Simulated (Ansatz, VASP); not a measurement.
## PtSe2 (1T-PtSe2 monolayer) in two plane-wave programs

One calculation is typed for both programs; each brings its own data sets. How far apart do they land? The structure shown is the start of the Ansatz relaxation below; VASP solves that cell, so the two are compared at the walk's first step.

Method: plane waves, with VASP 6.6.1 beside it; single point at PBE with D3(BJ), in Ansatz 0.2.0.

**1. Set-up**

The cell holds 3 atoms: 2 Se and 1 Pt. Cell: a = 3.750 Å, b = 3.750 Å, c = 35.568 Å, α = 90.0°, β = 90.0°, γ = 120.0°. Vacuum lies along c.

**2. Ansatz: relaxation, PBE with D3(BJ)**

Ansatz runs on its PAW soft_1 files.

The two programs are compared at the cell with which this relaxation starts, whose forces are those of its first step.

File input.yaml:

```yaml
crystal:
  lattice:
    - [3.75, 0.0, 0.0]
    - [-1.875, 3.2475952642, 0.0]
    - [0.0, 0.0, 35.5677177975]
  atoms:
    - { symbol: Se, position: [0.6666666667, 0.3333333333, 0.4681211231] }
    - { symbol: Pt, position: [0.0, 0.0, 0.5] }
    - { symbol: Se, position: [0.3333333333, 0.6666666667, 0.5318788769] }
  periodic: [true, true, false]
kpoints:
  mp_grid: { grid: [12, 12, 1] }
hamiltonian:
  xc: pbe
  dispersion: d3bj
  pseudopotentials: { kind: paw, azcp: { folder: soft_1 } }
scf:
  occupations: { method: fermi_dirac, width: 0.05 }
  convergence: { dr2_threshold: 1.0e-09 }
relax:
  f_tol: 0.004
  max_steps: 90
  cell: {}
output:
  write_potential: true
  write_density: true
  volumetric_format: npy
```

Run with:

```sh
$ ansatz run input.yaml --threads 4 --pin off --max-ram 6144MiB --backend cpu --events-out ev --progress --plain --runs-dir out
```

Numbers of over 12 decimals in the logs are rounded to 6 here.

What it wrote:

```text
Warning: relax.cell: scf.convergence.dr2_threshold = 1e-9 eV is looser than the 1.99339654321e-10 eV advised for a relaxation that steers and ends on the stress (1e-10 eV for each atom of the cell: 3, times the square of relax.cell.stress_2d_tol = 0.05 N/m over 12.3 Å (the atoms' height at the walk's start and 5 Å past either face), 4.076e-2 GPa, over a crystal's default 0.05). What an SCF threshold leaves in a stress goes as its square root, and in the free energy as the threshold itself, and one threshold admits the most on a small cell: [figures from the program's tests cut] Set scf.convergence.dr2_threshold to 1.99339654321e-10 eV or tighter. [rest of the remark cut]
Engine: ansatz 0.2.0, x86_64-unknown-linux-gnu
Pseudopotentials: kind: paw
Pseudopotential: Se, paw, valence charge 16, recommended cutoff 420 eV (normal), soft_1/Se.paw.azcp
Pseudopotential: Pt, paw, valence charge 18, recommended cutoff 420 eV (normal), soft_1/Pt.paw.azcp
Functional definition: PBE
  parameter kappa = 0.804
  parameter beta = 0.066725
  exchange = pbe_x(kappa = kappa, mu = beta*pi^2/3)
  correlation = pbe_c(beta = beta)
Crystal: 3 atoms, lattice volume = 433.161 Å³
Basis set: ecut = 420 eV, 8519 PW (Γ), exchange–correlation on 54×54×480 points (8 copies of the dense FFT grid, shifted against one another)
Bands: 30, of which v1, the nominal top of the filled ones, is band 25 counted from 1 (24 counted from 0)
Symmetry: 12 space group operations
Space group: P-3m1 (ITA 164), of the structure as read, at distance tolerance 7.6e-5 Å
k-points: 19 of 144
Non-local potential: Se, projectors of the file, l = 0: 2, l = 1: 2, l = 2: 3, l = 3: 1
Non-local potential: Pt, projectors of the file, l = 0: 3, l = 1: 2, l = 2: 2, l = 3: 1
PAW form: soft (Blöchl's): semilocal exchange-correlation on the pseudo side does not see the compensation charge
PAW one-centre angular grid: Se, 590 points (default); XC on 64 Gauss nodes
PAW one-centre angular grid: Pt, 590 points (default); XC on 64 Gauss nodes
Initial density: superposition of atomic densities (neutral atoms: chi_scale 0, normalization atom)
Initial wavefunctions: pseudopotential atomic-orbital guess
Functional: x = pbe(κ = 0.804, μ = 0.219515), c = pbe(β = 0.066725)
SCF iter   1: F=—  HF=-23465.425203 eV  |F-HF|=—  |Δ(HF+E_count)|=         —  Δρ=3.02e-2  dr2=4.35e0  ethr=3.10e-3  ⟨swp⟩=14.0  Hψ=3670  notcnv=0
preconditioner: auto → Resta (q_TF=auto, 1.904 Å⁻¹)  ε∞=1.7  [insulator: Δε(μ)=1.630 eV  Ē_g=9.775 eV  σ=0.050 eV  W_gap=1.00  n_scr=20 (ndim 8)  ℏωp=8.4 eV  f_vac=0.827  D(μ)=0.00/eV (n_scr^D=0)  ε∞_Penn≈1.7  vacuum switching on, ρ_ref=6.9e-3 e/Å³]
SCF iter   2: F=—  HF=-23465.236083 eV  |F-HF|=—  |Δ(HF+E_count)|=   1.89e-1  Δρ=1.94e-2  dr2=3.02e0  ethr=3.10e-3  ⟨swp⟩=4.6  Hψ=1716  notcnv=0  defer=9
SCF iter   3: F=—  HF=-23464.617958 eV  |F-HF|=—  |Δ(HF+E_count)|=   6.18e-1  Δρ=7.13e-3  dr2=8.66e-2  ethr=3.10e-3  ⟨swp⟩=3.4  Hψ=1255  notcnv=0  defer=3
SCF iter   4: F=—  HF=-23464.605415 eV  |F-HF|=—  |Δ(HF+E_count)|=   1.25e-2  Δρ=6.20e-4  dr2=1.24e-3  ethr=1.73e-4  ⟨swp⟩=3.9  Hψ=1231  notcnv=0  defer=6
SCF iter   5: F=—  HF=-23464.604995 eV  |F-HF|=—  |Δ(HF+E_count)|=   4.20e-4  Δρ=2.01e-4  dr2=1.05e-4  ethr=2.49e-6  ⟨swp⟩=4.1  Hψ=1500  notcnv=0  defer=6
SCF iter   6: F=—  HF=-23464.605047 eV  |F-HF|=—  |Δ(HF+E_count)|=   5.21e-5  Δρ=3.75e-5  dr2=9.51e-6  ethr=2.10e-7  ⟨swp⟩=3.2  Hψ=1051  notcnv=0  defer=6
SCF iter   7: F=—  HF=-23464.605037 eV  |F-HF|=—  |Δ(HF+E_count)|=   1.02e-5  Δρ=8.37e-6  dr2=3.96e-7  ethr=1.90e-8  ⟨swp⟩=3.3  Hψ=1240  notcnv=0  defer=6
SCF iter   8: F=—  HF=-23464.605094 eV  |F-HF|=—  |Δ(HF+E_count)|=   5.68e-5  Δρ=3.11e-6  dr2=3.88e-8  ethr=7.93e-10  ⟨swp⟩=3.3  Hψ=1220  notcnv=0  defer=6
SCF iter   9: F=—  HF=-23464.605094 eV  |F-HF|=—  |Δ(HF+E_count)|=   5.90e-8  Δρ=5.36e-7  dr2=1.37e-9  ethr=7.76e-11  ⟨swp⟩=3.2  Hψ=1204  notcnv=0  defer=6
SCF iter  10: F=-23464.605094 eV  HF=-23464.605094 eV  |F-HF|=3.64e-12  |Δ(HF+E_count)|=   3.10e-9  Δρ=1.07e-7  dr2=7.63e-11  ethr=2.00e-12  ⟨swp⟩=12.4  Hψ=4203  notcnv=0
SCF 1 converged in 10 iterations: F = -23464.605094 eV  dr2 = 7.63e-11
  greatest PAW one-centre occupation: 1.000 electrons in one spin orbital (limit 2), on the Pt atom at site 1 (counted from 0), in its partial waves of l = 0
[...]
SCF iter   7: F=-23464.956870 eV  HF=-23464.956870 eV  |F-HF|=1.85e-9  |Δ(HF+E_count)|=   1.30e-8  Δρ=3.25e-7  dr2=4.90e-10  ethr=2.00e-12  ⟨swp⟩=10.7  Hψ=5114  notcnv=0
SCF 4 converged in 7 iterations: F = -23464.956870 eV  dr2 = 4.90e-10
relax step   4: F+E_penalty+E_count = -23464.95687000 eV  Δ(F+E_penalty+E_count) = -9.724e-3 eV  max|allowed force component| = 1.194e-2 eV/Å  Δτ_max = 0.0113 Å  P = -0.401 N/m  Ω = 427.304 Å³  energy of the carried Pulay correction = +2.655e-4 eV  fix = [c, alpha, beta]  reactions: c -0.000 N/m  (7 SCF iters, accepted)
[...]
relax step   5: F+E_penalty+E_count = -23464.95860371 eV  Δ(F+E_penalty+E_count) = -1.734e-3 eV  max|allowed force component| = 1.499e-3 eV/Å  Δτ_max = 0.0109 Å  P = +0.013 N/m  Ω = 423.217 Å³  energy of the carried Pulay correction = +4.529e-4 eV  fix = [c, alpha, beta]  reactions: c +0.000 N/m  (7 SCF iters, accepted)
[...]
relax step   6: F+E_penalty+E_count = -23464.95821963 eV  Δ(F+E_penalty+E_count) = +3.841e-4 eV  max|allowed force component| = 1.730e-3 eV/Å  Δτ_max = 0.0000 Å  P = +0.010 N/m  Ω = 423.217 Å³  fix = [c, alpha, beta]  reactions: c +0.000 N/m  stress off target by 9.62e-3 N/m on what of the cell is left free  SCF on the basis re-selected at this cell (its energy is not comparable with the rows above)  (6 SCF iters)
basis re-selected at this cell: Δ(F+E_penalty+E_count) = +3.841e-4 eV, ΔP = -0.003 N/m vs the last step (what re-selecting the basis moved, of the pressure what is left beyond the Pulay correction that the steps carried, after the strain that the cell walked since its last selection, with what the two solves' SCF thresholds leave and, on support functions, any second-order correction that the steps lacked; it is no measure of the basis error at this ecutwfc). The dense FFT grid was sized anew with the basis: this SCF ran on 25×25×240 points, the steps before it on 27×27×240, so part of this shift can come from that change (see relax.cell in the input reference). [rest of the remark cut]
SCF converged after 6 iterations
an eigenvalue changed by more than its tolerance at an iteration that met the thresholds in force, so the SCF went on 1 time: the last check found none over its tolerance
Free energy (F): -23464.958220 eV
Harris-Foulkes:  -23464.958220 eV  (|F-HF|=4.00e-11)
Internal energy: -23464.958219 eV  (E = F + TS)
E sigma→0 (E₀):  -23464.958220 eV
Entropy (-TS):   -0.000000 eV (-0.000 meV/atom)
Fermi energy:    -4.942386 eV
--- Per-component energies (eV) ---
  E_band       = -1847.143878
  E_kinetic    = 816.442652
  E_local      = -150768.934456  (includes V_loc(G=0)·N_el)
  E_nonlocal   = -504.488085
  E_hartree    = 74878.213655
  E_xc         = -402.122413
  E_vxc        = -451.566202  (∫ρ·V_xc dr)
  E_paw        = -13744.469797  (= ΣΔE_a)
  E_vpaw       = -695.025985  (= ΣTr[D̂ρ^β])
  E_aug_tail   = 0.000388  (compensation charges beyond the density's cutoff)
  E_ewald      = 66261.295621
  E_disp       = -0.895785  (pairwise vdW)
  E_smearing   = -0.000000  (= −TS)
  E_closure    = 0.000000  (closes the sum)
  Σ components = -23464.958220   (vs F -23464.958220, Δ=0.00e0)
--- Forces (eV/Å), atoms counted from 1 ---
  atom   1  Se    -0.00000000     0.00000000    -0.00173031
  atom   2  Pt    -0.00000000     0.00000000     0.00000000
  atom   3  Se    -0.00000000    -0.00000000     0.00173031
  max |Σ_I F_I| component: 2.31e-18 eV/Å
--- 2D stress c σ (N/m, compression-positive) ---
        0.009617       0.000000       0.000000
        0.000000       0.009617      -0.000000
        0.000000      -0.000000       0.000000
  P = ½ c Tr σ = 0.0096 N/m
--- Band table (eV; the first three rows and the last of 19) ---
  k-point 0: bands = [... 21 lower, -6.9570, -6.3269, -5.6529, -5.6529, -2.6903, -2.6903, -1.1482, -0.4467, ... 1 higher]
  k-point 1: bands = [... 21 lower, -7.1966, -6.1957, -5.7134, -5.6489, -3.1898, -2.8042, -0.8903, -0.3253, ... 1 higher]
  k-point 2: bands = [... 21 lower, -7.6444, -5.9413, -5.8562, -5.7194, -4.0192, -3.0107, -0.3481, -0.0403, ... 1 higher]
  k-point 18: bands = [... 21 lower, -8.1848, -7.9624, -6.6339, -6.6339, -3.8777, -3.8777, 0.3894, 2.4578, ... 1 higher]
  the weakly bound empty levels are not read free of the cell's end (no_gap_told)
--- Relaxed structure (5 steps of the walk, 5 accepted, 1 SCFs on fresh bases) ---
  F+E_penalty+E_count = -23464.95821963 eV   max|allowed force component| = 1.730e-3 eV/Å   (the final SCF, on the basis selected at the relaxed cell)
  cell:  # Å, volume = 423.2167 Å³
    - [3.706706, 0, 0]
    - [-1.853353, 3.210101, 0]
    - [0, 0, 35.5677177975]
  atoms:
    - { symbol: Se, position: [0.666667, 0.333333, 0.462761] }
    - { symbol: Pt, position: [0, 0, 0.5] }
    - { symbol: Se, position: [0.333333, 0.666667, 0.537239] }
```

**3. VASP: single point, PBE with D3(BJ), start cell**

The same cell, functional, mesh and smearing now go to VASP, with its own data sets.

Lines of VASP's logs that name or quote its potential files are left out, and so is its time.

File INCAR:

```
SYSTEM = PtSe2
PREC = Accurate
ENCUT = 400
EDIFF = 1E-06
NELM = 120
ISMEAR = -1
SIGMA = 0.05
LREAL = .FALSE.
ALGO = Normal
GGA = PE
IVDW = 12
NBANDS = 17
LASPH = .TRUE.
LORBIT = 11
LWAVE = .FALSE.
LCHARG = .FALSE.
ISIF = 2
LDIPOL = .TRUE.
IDIPOL = 3
DIPOL = 0.5 0.5 0.5
LVHAR = .TRUE.
GGA_COMPAT = .FALSE.
EFERMI = MIDGAP
NELMDL = -8
```

File POSCAR:

```
PtSe2
1.0
    3.7500000000      0.0000000000      0.0000000000
   -1.8750000000      3.2475950000      0.0000000000
    0.0000000000      0.0000000000     35.5677180000
Se Pt
2 1
Direct
    0.6666666667      0.3333333333      0.4681211204
    0.3333333333      0.6666666667      0.5318788796
    0.0000000000      0.0000000000      0.5000000000
```

File KPOINTS:

```
Automatic mesh
0
Gamma
12 12 1
0 0 0
```

The projector-augmented-wave data sets are Se and Pt (PBE family, release 64).

Run with:

```sh
$ mpirun -np 1 vasp_std
```

What it wrote:

```text
[banner, memory and clock lines left out]
running    1 mpi-ranks, on    1 nodes
 distrk:  each k-point on    1 cores,    1 groups
 distr:  one band on    1 cores,    1 groups

 POSCAR found type information on POSCAR SePt
 POSCAR found :  2 types and       3 ions
 LDA part: xc-table for (Slater+PW92), standard interpolation
 POSCAR, INCAR and KPOINTS ok, starting setup
 FFT: planning ... GRIDC
 FFT: planning ... GRID_SOFT
 FFT: planning ... GRID
 WAVECAR not read
 entering main loop
       N       E                     dE             d eps       ncg     rms          rms(c)
DAV:   1     0.177566770996E+03    0.17757E+03   -0.55295E+03   646   0.705E+02
DAV:   2     0.755151936106E+01   -0.17002E+03   -0.15952E+03  1144   0.142E+02
DAV:   3    -0.144859588566E+02   -0.22037E+02   -0.21930E+02   889   0.696E+01
DAV:   4    -0.148001592966E+02   -0.31420E+00   -0.31356E+00   839   0.101E+01
DAV:   5    -0.148061106903E+02   -0.59514E-02   -0.59482E-02   945   0.126E+00
DAV:   6    -0.148062529072E+02   -0.14222E-03   -0.14220E-03   904   0.180E-01
DAV:   7    -0.148062586054E+02   -0.56982E-05   -0.56981E-05  1017   0.315E-02
DAV:   8    -0.148062587020E+02   -0.96631E-07   -0.96482E-07   774   0.357E-03    0.147E+01
DAV:   9    -0.140920879819E+02    0.71417E+00   -0.50410E+00   773   0.200E+01    0.795E+00
DAV:  10    -0.139999724596E+02    0.92116E-01   -0.14454E+00   754   0.114E+01    0.351E+00
DAV:  11    -0.139307605537E+02    0.69212E-01   -0.14265E-01   842   0.385E+00    0.664E-01
DAV:  12    -0.139287528574E+02    0.20077E-02   -0.30030E-02   849   0.135E+00    0.207E-01
DAV:  13    -0.139288735096E+02   -0.12065E-03   -0.11803E-03   827   0.217E-01    0.253E-01
DAV:  14    -0.139290016235E+02   -0.12811E-03   -0.10786E-03   816   0.288E-01    0.191E-01
DAV:  15    -0.139290620158E+02   -0.60392E-04   -0.15240E-04   824   0.110E-01    0.116E-01
DAV:  16    -0.139290415384E+02    0.20477E-04   -0.14092E-05   899   0.223E-02    0.932E-02
DAV:  17    -0.139290246227E+02    0.16916E-04   -0.23041E-05   725   0.244E-02    0.542E-02
DAV:  18    -0.139290231318E+02    0.14910E-05   -0.52046E-06   831   0.112E-02    0.349E-02
DAV:  19    -0.139290249018E+02   -0.17701E-05   -0.72607E-06   780   0.128E-02    0.106E-02
DAV:  20    -0.139290262445E+02   -0.13426E-05   -0.52083E-07   707   0.425E-03    0.530E-03
DAV:  21    -0.139290285708E+02   -0.23263E-05   -0.65212E-07   650   0.409E-03    0.558E-04
DAV:  22    -0.139290300307E+02   -0.14599E-05   -0.19368E-07   668   0.211E-03    0.315E-03
DAV:  23    -0.139290304973E+02   -0.46662E-06   -0.26871E-08   723   0.890E-04
   1 F= -.14829255E+02 E0= -.14829254E+02  d E =-.194508E-05
```

Parts of OUTCAR (step 3):

```text
ion  position               nearest neighbor table
   1  0.667  0.333  0.468-   3 2.44   3 2.44   3 2.44
   2  0.333  0.667  0.532-   3 2.44   3 2.44   3 2.44
   3  0.000  0.000  0.500-   2 2.44   1 2.44   2 2.44   1 2.44   1 2.44   2 2.44

  LATTYP: Found a hexagonal cell.
 ALAT       =     3.7500000000
 C/A-ratio  =     9.4847248000

 Subroutine GETGRP returns: Found 12 space group operations
 (whereof 12 operations were pure point group operations)

The static configuration has the point symmetry D_3d.

 Found     19 irreducible k-points:

   k-points           NKPTS =     19   k-points in BZ     NKDIM =     19   number of bands    NBANDS=     17

   dimension x,y,z NGX =    24 NGY =   24 NGZ =  240
   dimension x,y,z NGXF=    48 NGYF=   48 NGZF=  480

   ENCUT  =  400.0 eV  29.40 Ry    5.42 a.u.   6.12  6.12 58.00*2*pi/ulx,y,z

   NELECT =      22.0000    total number of electrons

 k-points in reciprocal lattice and weights: Automatic mesh
   0.00000000  0.00000000  0.00000000       0.007
   0.08333333 -0.00000000  0.00000000       0.042
   0.16666667 -0.00000000  0.00000000       0.042
   0.25000000 -0.00000000  0.00000000       0.042
   0.33333333 -0.00000000  0.00000000       0.042
   0.41666667 -0.00000000  0.00000000       0.042
   0.50000000 -0.00000000  0.00000000       0.021
   0.08333333  0.08333333  0.00000000       0.042
   0.16666667  0.08333333  0.00000000       0.083
[...]
0.33333333  0.25000000  0.00000000       0.083
   0.33333333  0.33333333  0.00000000       0.014

 dipolmoment           0.000000      0.000000     -0.000000 electrons x Angstroem

 average (electrostatic) potential at core
       1 -62.3360       2 -62.3360       3 -78.5427

 E-fermi :  -3.2834

 k-point     1 :       0.0000    0.0000    0.0000
  band No.  band energies     occupation
    ...
      7      -7.4222      2.00000
      8      -5.0653      2.00000
      9      -4.7086      2.00000
     10      -4.4265      2.00000
     11      -4.4265      2.00000
     12      -0.8390      0.00000
     13      -0.8390      0.00000
     14       0.5531      0.00000
     15       0.8591      0.00000
     16       1.5417      0.00000
    ...

 k-point     2 :       0.0833   -0.0000    0.0000
  band No.  band energies     occupation
    ...
      7      -7.4865      2.00000
      8      -5.4883      2.00000
      9      -4.5418      2.00000
     10      -4.4424      2.00000
     11      -4.3279      2.00000
     12      -1.3722      0.00000
     13      -0.9777      0.00000
     14       0.7877      0.00000
     15       1.0650      0.00000
     16       1.6742      0.00000
    ...

 k-point     3 :       0.1667   -0.0000    0.0000
  band No.  band energies     occupation
    ...
      7      -7.6315      2.00000
      8      -6.1331      2.00000
      9      -4.5791      2.00000
     10      -4.4336      2.00000
     11      -4.1220      2.00000
     12      -2.2900      0.00000
     13      -1.2006      0.00000
     14       1.2700      0.00000
     15       1.4194      0.00000
     16       1.9389      0.00000
    ...

 Edisp (eV)   -0.90022

  Total       4.13769     4.13769     4.83079     0.00000     0.00000     0.00000
  in kB      15.30450    15.30450    17.86813     0.00000     0.00000     0.00000
  external pressure =       16.16 kB  Pullay stress =        0.00 kB

  energy-cutoff  :      400.00
  volume of cell :      433.16
      direct lattice vectors                 reciprocal lattice vectors
     3.750000000  0.000000000  0.000000000     0.266666667  0.153960084  0.000000000
    -1.875000000  3.247595000  0.000000000     0.000000000  0.307920169  0.000000000
     0.000000000  0.000000000 35.567718000     0.000000000  0.000000000  0.028115383

 POSITION                                       TOTAL-FORCE (eV/Angst)
 -----------------------------------------------------------------------------------
      1.87500      1.08253     16.65000        -0.000000      0.000000     -2.139864
     -0.00000      2.16506     18.91772         0.000000      0.000000      2.139864
      0.00000      0.00000     17.78386        -0.000000      0.000000      0.000000
 -----------------------------------------------------------------------------------
    total drift:                               -0.000000      0.000000     -0.000000

  FREE ENERGIE OF THE ION-ELECTRON SYSTEM (eV)
  ---------------------------------------------------
  free  energy   TOTEN  =       -14.8292546228 eV

  energy  without entropy=      -14.8292526777  energy(sigma->0) =      -14.82925365

 vacuum level on the upper side and lower side of the slab         1.583         1.583

 total charge
# of ion       s       p       d       tot
------------------------------------------
    1        1.476   2.298   0.077   3.851
    2        1.476   2.298   0.077   3.851
    3        0.723   0.819   8.078   9.620
--------------------------------------------------
tot          3.675   5.414   8.232  17.322

[... 3 further parts left out ...]
```

**4. Comparison**

Known differences besides the potentials themselves: Ansatz cuts the interaction across the vacuum, VASP repeats the sheet with a dipole correction; the data sets hold 50 valence electrons in Ansatz (on its PAW soft_1 files) and 22 in VASP; the cutoff is 420 eV in Ansatz and 400 eV in VASP. Total energies have different zeros and are not compared.

Forces (eV/Å; atoms numbered as in POSCAR):

| atom | Ansatz x, y, z | VASP x, y, z |
| --- | --- | --- |
| Se1 | 0.000, 0.000, -2.133 | 0.000, 0.000, -2.140 |
| Se2 | 0.000, 0.000, 2.133 | 0.000, 0.000, 2.140 |
| Pt3 | 0.000, 0.000, 0.000 | 0.000, 0.000, 0.000 |

The forces differ by 3.3 meV/Å r.m.s., which is 0.3 % of the r.m.s. force of 1.009 eV/Å (both taken over all components). With vacuum in the cell, a pressure given here is an average over mostly empty space and none of the material.

**5. Results**

```yaml
r_m_s_force_difference_single_point_pbe_with_d3_bj_start_cell: 0.33 % of the r.m.s. force
```

**Reading.** The r.m.s. force difference is 0.33 % of the r.m.s. force (single point, PBE with D3(BJ), start cell), within the 3 % picked in this series as the mark of a large difference. The data sets hold unlike numbers of valence electrons (50 in Ansatz and 22 in VASP), so part of the differences comes from the potentials. 1 further run of this series is not shown here. How closely two codes agree says nothing of how well the functional describes the real material.

[Lines on the potential files, build, host, timing and source positions are cut from VASP's logs without a mark.]

[Logs are printed without paths, hosts, clocks, repeated set-up lines and the standing remarks that a program may print on its own settings, such as how far it seeks lower states.]

[Hosts, paths, dates, database ids (printed as entryN), source tags and the programs' standing remarks are cut or masked in the printed files.]
